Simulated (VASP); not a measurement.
GaSn:

```
Ga Sn
1.0
     0.00000    2.90288    3.09822
     2.72925    0.00000    3.09822
     2.72925    2.90288    0.00000
Ga Sn
1 1
Cartesian
  2.7293 2.9029 3.0982
  0.0000 0.0000 0.0000
```

The cell was built by a generator and needn't be a form met in nature.

- Program: VASP 6.6.1
- Task: relaxation of cell and atoms
- Functional: PW91
- Potentials or basis: VASP PAW PBE potentials, release 64 (Ga_d, Sn_d)
- Cutoff: 600 eV
- k mesh: 8 × 8 × 8
- Occupations: fermi-dirac, width 0.05 eV
- Spin: no spin polarisation

At the start: pressure 1.1 GPa; volume 24.55 Å³/atom.

Where does the relaxation end?

Over 9 steps the energy falls by 58.6 meV/atom and the volume is 24.50 Å³/atom (-0.2 %); space group Fm-3m (No. 225, to 0.05 Å).

The path:
| step | energy change (eV) | largest force (eV/Å) | pressure (GPa) | volume (Å³) |
| --- | --- | --- | --- | --- |
| 1 | 0.0000 | 0.0000 | 1.13 | 49.09 |
| 2 | -0.0955 | 0.0000 | -1.01 | 50.26 |
| 3 | -0.1013 | 0.0000 | -1.84 | 51.15 |
| 4 | -0.1069 | 0.0000 | -1.63 | 50.82 |
| 5 | -0.1071 | 0.0000 | -1.57 | 50.73 |
| 6 | -0.1168 | 0.0000 | 0.04 | 48.96 |
| 7 | -0.1169 | 0.0000 | -0.14 | 49.11 |
| 8 | -0.1169 | 0.0000 | -0.03 | 49.08 |
| 9 | -0.1171 | 0.0000 | -0.01 | 49.01 |

Final structure:
```
Ga Sn
1.0
     0.00000    2.90354    2.90137
     2.90869    0.00000    2.90137
     2.90869    2.90354    0.00000
Ga Sn
1 1
Direct
  0.50000 0.50000 0.50000
  0.00000 0.00000 0.00000
```

Caveat: the PAW data sets were made with another functional, which shifts forces and pressure a little.
